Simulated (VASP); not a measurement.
A run of VASP 6.6.1:

Contents of INCAR:

```
PREC = Accurate
ENCUT = 600
EDIFF = 1E-6
ISMEAR = 0
SIGMA = 0.1
LREAL = False
LASPH = True
NELM = 100
ALGO = Normal
ISIF = 3
LWAVE = False
LCHARG = False
GGA = PE
IBRION = 2
NSW = 90
EDIFFG = -0.04
```

File KPOINTS:

```
Automatic mesh
0
Gamma
  6 6 2
```

File POSCAR:

```
CaB3C3
1.0
    3.2364099200      0.0000000000      0.0000000000
    0.0000000000      3.2364099200      0.0000000000
    0.0000000000      0.0000000000      7.8384611700
Ca B C
1 3 3
Direct
    0.0000000000      0.0000000000      0.5000000000
    0.0000000000      0.0000000000      0.0000000000
    0.5000000000      0.5000000000      0.8101845600
    0.5000000000      0.5000000000      0.1898154400
    0.0000000000      0.0000000000      0.7784946200
    0.0000000000      0.0000000000      0.2215053800
    0.5000000000      0.5000000000      0.0000000000
```

Potentials or basis: VASP PAW PBE potentials, release 64 (Ca_sv, B, C).

The run is started by

```sh
$ cat potpaw_PBE.64/Ca_sv/POTCAR potpaw_PBE.64/B/POTCAR potpaw_PBE.64/C/POTCAR > POTCAR
$ mpirun -np 1 vasp_std > vasp.out
```

Hardware: 1 thread of AMD EPYC 7R13 Processor (Zen 3), with other jobs on the host.

Task: How long does it take, and how much memory?

Result: Wall time 6.1 min on 1 thread of AMD EPYC 7R13 Processor (Zen 3), on a shared host, peak memory 0.22 GiB. Counts: scf iterations 115, k points 20, ion steps 13.
